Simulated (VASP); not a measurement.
Input:

```
Al2O3
1.0
    1.50854     0.87096     5.77419
   -1.50854     0.87096     5.77419
    0.00000    -1.74192     5.77419
Al O
2 3
Cartesian
  0.00000   0.00000  13.98040
  0.00000   0.00000   5.31290
  0.00000   0.00000  16.83413
  0.00000   0.00000   7.23901
  0.00000   0.00000   3.35221
```

The numbers are results of PBEsol GGA, VASP's PBE PAW potentials (set 64) (plane waves; VASP), not measurements. Numerical set-up: 520 eV cut-off, Gaussian smearing of 0.050 eV, potentials Al O.

Question: Give the energies of bands 4 to 15 at the high-symmetry points, in eV from the valence-band maximum.

Answer: 
```json
[
 {"band": "4", "Γ": "-5.04", "T": "-6.06", "H2": "-6.71", "L": "-7.43", "S0": "-6.64", "F": "-7.32"},
 {"band": "5", "Γ": "-4.46", "T": "-3.87", "H2": "-6.23", "L": "-5.79", "S0": "-6.36", "F": "-6.11"},
 {"band": "6", "Γ": "-3.85", "T": "-3.87", "H2": "-5.50", "L": "-5.16", "S0": "-5.38", "F": "-4.98"},
 {"band": "7", "Γ": "-3.85", "T": "-2.19", "H2": "-4.49", "L": "-4.46", "S0": "-4.73", "F": "-4.56"},
 {"band": "8", "Γ": "-1.92", "T": "-1.85", "H2": "-4.25", "L": "-3.00", "S0": "-4.07", "F": "-2.62"},
 {"band": "9", "Γ": "-1.92", "T": "-1.85", "H2": "-3.21", "L": "-2.93", "S0": "-3.30", "F": "-2.57"},
 {"band": "10", "Γ": "-1.03", "T": "-1.81", "H2": "-2.25", "L": "-2.36", "S0": "-2.07", "F": "-2.37"},
 {"band": "11", "Γ": "-1.03", "T": "-1.10", "H2": "-1.46", "L": "-1.14", "S0": "-1.59", "F": "-1.43"},
 {"band": "12", "Γ": "0.00", "T": "-1.10", "H2": "-0.86", "L": "-0.87", "S0": "-0.86", "F": "-1.19"},
 {"band": "13", "Γ": "4.07", "T": "5.57", "H2": "7.90", "L": "6.73", "S0": "7.91", "F": "6.53"},
 {"band": "14", "Γ": "7.48", "T": "6.27", "H2": "9.77", "L": "7.89", "S0": "9.77", "F": "7.98"},
 {"band": "15", "Γ": "7.65", "T": "7.45", "H2": "9.94", "L": "9.36", "S0": "9.96", "F": "8.97"}
]
```

The gap is direct, 4.07 eV, from the valence maximum at Γ to the conduction minimum at Γ.

The structure comes from a computed database's Al2O3 entry (R3m); how it stands against other phases isn't given here. It was relaxed first.
